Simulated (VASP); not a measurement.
# PtSe2: relaxed cell and zone-centre modes, part 2 of 2

What lattice and vibrations does PtSe2 have at one level of theory? The starting structure is a measured crystal structure from the Crystallography Open Database. All runs use LDA.

VASP 6.6.1.

So far. Step 2 (Relaxation): The relaxed cell holds 19.276 Å³ an atom, with a = 3.746 Å (+0.5 % against the database cell) and c = 4.759 Å (-5.4 % against the database cell). Pressures at 0.985 and 1.015 times this volume, from two more relaxations that aren't shown, give a bulk modulus of 65.9 GPa. Step 3 (Modes of the relaxed cell): The zone-centre modes at 19.276 Å³ an atom are A2u 220.0, Eu 217.6, A1g 206.4, Eg 164.7 cm⁻¹.

## (4) Modes at 0.97 of that volume (continued)

Level of this step: LDA; plane waves and PAW (Pt, Se) (VASP).

OUTCAR, selected parts (step 4):

```text
  Total        0.8202453      0.8202453      0.7852590      0.0000000      0.0000000     -0.0000000
  in kB       23.4285869     23.4285869     22.4292779      0.0000000      0.0000000     -0.0000000
  external PRESSURE =      23.0954839 kB  Pullay stress =       0.0000000 kB

 POSITION                                       TOTAL-FORCE (eV/Angst)
 -----------------------------------------------------------------------------------
      0.00000      0.00000      0.00000         0.000000      0.000000      0.000000
      1.86601      1.07734      3.39201        -0.000000      0.000000     -0.011251
     -0.00000      2.15468      1.25839         0.000000      0.000000      0.011251
 -----------------------------------------------------------------------------------
    total drift:                               -0.000000     -0.000000     -0.000000

[... 1 part as in an earlier step ...]

[... 1 further part left out ...]
```

The zone-centre modes at 18.698 Å³ an atom are A2u 222.4, Eu 222.9, A1g 214.2, Eg 167.9 cm⁻¹.

## (5) Modes at 1.03 of that volume

Shape and positions were first relaxed at this volume, in a run that isn't shown.

The input, INCAR:

```
SYSTEM = PtSe2
PREC = Accurate
ENCUT = 500
EDIFF = 1E-08
NELM = 100
ISMEAR = 1
SIGMA = 0.15
LREAL = .FALSE.
ALGO = Normal
GGA = CA
NBANDS = 17
LASPH = .TRUE.
LORBIT = 11
LWAVE = .FALSE.
LCHARG = .FALSE.
KPAR = 4
IBRION = 8
ISIF = 2
```

The input, POSCAR:

```
PtSe2
1.0
    3.7541767315      0.0000000000      0.0000000000
   -1.8770883657      3.2512124197      0.0000000000
    0.0000000000      0.0000000000      4.8799307593
Pt Se
1 2
Direct
    0.0000000000      0.0000000000      0.0000000000
    0.6666666667      0.3333333333      0.7408940982
    0.3333333333      0.6666666667      0.2591059018
```

The input, KPOINTS:

```
Automatic mesh
0
Gamma
14 14 10
0 0 0
```

Potentials, in the order of the species: Pt and Se (LDA family, release 64).

Run with:

```console
$ mpirun -np 4 vasp_std
```

Output:

```text
[... set-up lines as in an earlier step ...]
 entering main loop
       N       E                     dE             d eps       ncg     rms          rms(c)
DAV:   1     0.104981928381E+03    0.10498E+03   -0.99077E+03  7192   0.110E+03
DAV:   2    -0.132580331763E+02   -0.11824E+03   -0.11481E+03  8916   0.215E+02
DAV:   3    -0.178689129825E+02   -0.46109E+01   -0.45799E+01  8568   0.435E+01
DAV:   4    -0.179023716000E+02   -0.33459E-01   -0.33448E-01  9067   0.402E+00
[...]
DAV:  12    -0.170829926463E+02    0.11015E-05   -0.43185E-06  7999   0.143E-02    0.257E-03
DAV:  13    -0.170829925598E+02    0.86535E-07   -0.45596E-07  8807   0.538E-03    0.132E-03
DAV:  14    -0.170829925583E+02    0.15195E-08   -0.44119E-08  7917   0.164E-03
   1 F= -.17082993E+02 E0= -.17082940E+02  d E =-.156319E-03
 Linear response reoptimize wavefunctions to high precision
DAV:   1    -0.170829925583E+02   -0.44793E-10   -0.58077E-09  7533   0.620E-04
DAV:   2    -0.170829925583E+02   -0.10914E-10   -0.11209E-10  3936   0.716E-05
 Linear response DOF=           4
 Linear response progress:
[...]
RMM:  10    -0.766618706510E-01    0.30427E-07   -0.26076E-08 60987   0.501E-05    0.294E-06
RMM:  11    -0.766618820556E-01   -0.11405E-07   -0.99304E-09 58488   0.435E-05    0.107E-06
RMM:  12    -0.766618845451E-01   -0.24895E-08    0.48455E-09 49330   0.417E-05    0.379E-07
 first order change of Fermi-energy  -0.38630E-05
 force on displaced ion       2 direction 1 :  -7.568  -0.000  -0.000
 Linear response progress:
  Degree of freedom:   4/  4
       N       E                     dE             d eps       ncg     rms          rms(c)
RMM:   1    -0.924345217416E-01   -0.92435E-01    0.51828E-02 16543   0.150E+00
RMM:   2    -0.902999237675E-01    0.21346E-02   -0.18010E-03 11154   0.253E-01    0.154E-01
RMM:   3    -0.900921234991E-01    0.20780E-03   -0.18205E-04 12069   0.664E-02    0.102E-01
RMM:   4    -0.899826151687E-01    0.10951E-03   -0.55062E-05 11953   0.458E-02    0.522E-02
[...]
RMM:   9    -0.899456815056E-01    0.30992E-06   -0.10840E-08 12471   0.114E-04    0.485E-05
RMM:  10    -0.899456675115E-01    0.13994E-07   -0.16101E-08 12662   0.738E-05    0.870E-06
RMM:  11    -0.899456738501E-01   -0.63386E-08   -0.30248E-08 12826   0.477E-05    0.279E-06
 first order change of Fermi-energy   0.96965E+00
 force on displaced ion       2 direction 3 :  -0.000  -0.000  -9.691
 Linear response finished
```

Run time: 6.9 min. Hardware: 4 MPI ranks of Intel Xeon 6975P-C (Granite Rapids), shared host; peak memory 7.2 GiB.

Parts of OUTCAR (step 5):

```text
  Total       -0.5964732     -0.5964732     -0.6023056     -0.0000000      0.0000000      0.0000000
  in kB      -16.0445607    -16.0445607    -16.2014449     -0.0000000      0.0000000      0.0000000
  external PRESSURE =     -16.0968554 kB  Pullay stress =       0.0000000 kB

 POSITION                                       TOTAL-FORCE (eV/Angst)
 -----------------------------------------------------------------------------------
      0.00000      0.00000      0.00000        -0.000000      0.000000      0.000000
      1.87709      1.08374      3.61551         0.000000      0.000000      0.003906
     -0.00000      2.16747      1.26442         0.000000      0.000000     -0.003906
 -----------------------------------------------------------------------------------
    total drift:                                0.000000     -0.000000     -0.000000

[... 1 part as in an earlier step ...]

[... 1 further part left out ...]
```

The zone-centre modes at 19.854 Å³ an atom are A2u 218.8, Eu 213.9, A1g 200.7, Eg 163.9 cm⁻¹.

## (6) Comparison

```
                         run  volume (Å³/atom)    A2u     Eu    A1g     Eg  core minutes
                  relaxation            19.276      -      -      -      -          1.19
   modes of the relaxed cell            19.276  220.0  217.6  206.4  164.7          26.3
modes at 0.97 of that volume            18.698  222.4  222.9  214.2  167.9          28.4
modes at 1.03 of that volume            19.854  218.8  213.9  200.7  163.9          27.7
```

Modes are in cm⁻¹, degenerate ones as one, matched by symmetry and order. A number in brackets counts the listed modes of one symmetry from the lowest. The symmetry labels come from an automatic analysis and can be wrong where levels nearly coincide. Core minutes are wall time times ranks of the run shown, on a shared host.

## (7) What came out

```json
{
  "relaxed volume": "19.28 Å³/atom",
  "bulk modulus from two volumes": "65.9 GPa",
  "mode A2u": "220.0 cm⁻¹",
  "mode Eu": "217.6 cm⁻¹",
  "mode A1g": "206.4 cm⁻¹",
  "mode Eg": "164.7 cm⁻¹",
  "Grüneisen parameter of A1g": "1.08",
  "Grüneisen parameter of Eg": "0.40"
}
```

**Reading.** At the LDA level PtSe2 relaxes to 19.28 Å³ an atom. That cell lies far from the given one, so what follows describes another geometry. The mode Grüneisen parameters, from the cells at 0.97 and 1.03 of the volume, run from 0.40 (Eg) to 1.08 (A1g). Levels that come within 1 cm⁻¹ of another or under 2 cm⁻¹, or whose frequency doesn't run one way with the volume, are left out of this. At a gap this small, or none, the modes can hang strongly on the k mesh, which isn't tested here. The bonds form layers, and no dispersion term is on, so the spacing, the stiffness across it and any mode in which layers move against each other are unreliable. The frequencies are harmonic; if the crystal really has a gap, the splitting of its polar modes by their long-range field is missing too. All values are for a static lattice. Further runs on this material are not shown.

[Lines on the potential files, build, host, timing and source positions are cut from VASP's logs without a mark.]

[Logs are printed without paths, hosts, clocks, repeated set-up lines and the standing remarks that a program may print on its own settings, such as how far it seeks lower states.]

[Hosts, paths, dates, database ids (printed as entryN), source tags and the programs' standing remarks are cut or masked in the printed files.]
